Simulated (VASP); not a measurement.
The cell holds one LiBr (rock salt) (110) slab, with vacuum along c, ions free to move until forces fall under 0.03 eV/Å, no reconstruction beyond this cell, dipole correction on. Ionisation potential and electron affinity count from the cell's own band edges, surface states included.

Data:

```xyz
12
Lattice="3.8284 0.0000 0.0000 0.0000 5.4142 0.0000 0.0000 0.0000 26.2511" Properties=species:S:1:pos:R:3 pbc="T T T"
Li     0.0000     0.0000     8.6600
Li     1.9142     2.7071    10.0041
Li     0.0000     0.0000    12.3133
Li     1.9142     2.7071    13.9378
Li     0.0000     0.0000    16.2470
Li     1.9142     2.7071    17.5911
Br     1.9142     0.0000    10.2848
Br     0.0000     2.7071     8.2645
Br     1.9142     0.0000    14.1202
Br     0.0000     2.7071    12.1309
Br     1.9142     0.0000    17.9866
Br     0.0000     2.7071    15.9663
```

Computed with PBEsol GGA, VASP's PBE PAW potentials (set 64) (plane waves; VASP). Run with 450 eV cut-off, 5×4×1 Γ-centred mesh, Gaussian smearing of 0.050 eV, potentials Li_sv Br.

Slab and bulk use different k-meshes, so the surface energy is good to a few per cent at best.

Task: Predict its surface energy, ionisation potential, electron affinity, band gap (on the k-mesh).

Result: 
- surface energy: 0.30 J/m²
- ionisation potential: 6.30 eV
- electron affinity: 1.95 eV
- band gap (on the k-mesh): 4.36 eV

The cell is a thin slab with vacuum, built from LiBr (rock salt): (110) face.
